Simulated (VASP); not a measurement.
Method: r2SCAN+rVV10, VASP's PBE PAW potentials (set 64) (plane waves; VASP).

The input files of a VASP run:

### KPOINTS_OPT
```
k-points along high-symmetry lines
10
Line-mode
Reciprocal
  0.000000   0.000000   0.000000 ! GAMMA
  0.500000   0.000000   0.500000 ! X

  0.500000   0.000000   0.500000 ! X
  0.625000   0.250000   0.625000 ! U

  0.375000   0.375000   0.750000 ! K
  0.000000   0.000000   0.000000 ! GAMMA

  0.000000   0.000000   0.000000 ! GAMMA
  0.500000   0.500000   0.500000 ! L

  0.500000   0.500000   0.500000 ! L
  0.500000   0.250000   0.750000 ! W

  0.500000   0.250000   0.750000 ! W
  0.500000   0.000000   0.500000 ! X
```

### POSCAR
```
NiSi2
1
    0.0000000000     2.6890281098     2.6890281098
    2.6890281098     0.0000000000     2.6890281098
    2.6890281098     2.6890281098     0.0000000000
Si Ni
2 1
Direct
  0.2500000000   0.2500000000   0.2500000000
  0.7500000000   0.7500000000   0.7500000000
  0.0000000000   0.0000000000   0.0000000000
```

KPOINTS:
```
kpoints
0
G
 11 11 11
```

**INCAR**
```
ALGO=Normal
BPARAM=11.95
CPARAM=0.0093
EDIFF=1E-7
ENCUT=520
ISIF=2
ISMEAR=-5
LASPH=.TRUE.
LCHARG=.FALSE.
LEFG=.TRUE.
LMAXMIX=4
LMIXTAU=.TRUE.
LORBIT=11
LREAL=.FALSE.
LUSE_VDW=.TRUE.
LWAVE=.FALSE.
METAGGA=R2SCAN
NEDOS=601
NELM=100
PREC=Accurate
SYSTEM=NiSi2
```

POTCAR, in this order: Si Ni (PBE.64 set). Program: vasp_std.

Task: What will the output report for the number of irreducible k-points (NKPTS), largest plane-wave count, number of space-group operations, FFT grid (NGX, NGY, NGZ)?

Result: 
- number of irreducible k-points (NKPTS): 56
- largest plane-wave count: 1059
- number of space-group operations: 48
- FFT grid (NGX, NGY, NGZ): 28 × 28 × 28

The compound is NiSi2 in the fluorite structure. It was relaxed first. The run is not spin-polarised, so no magnetic state was tried.
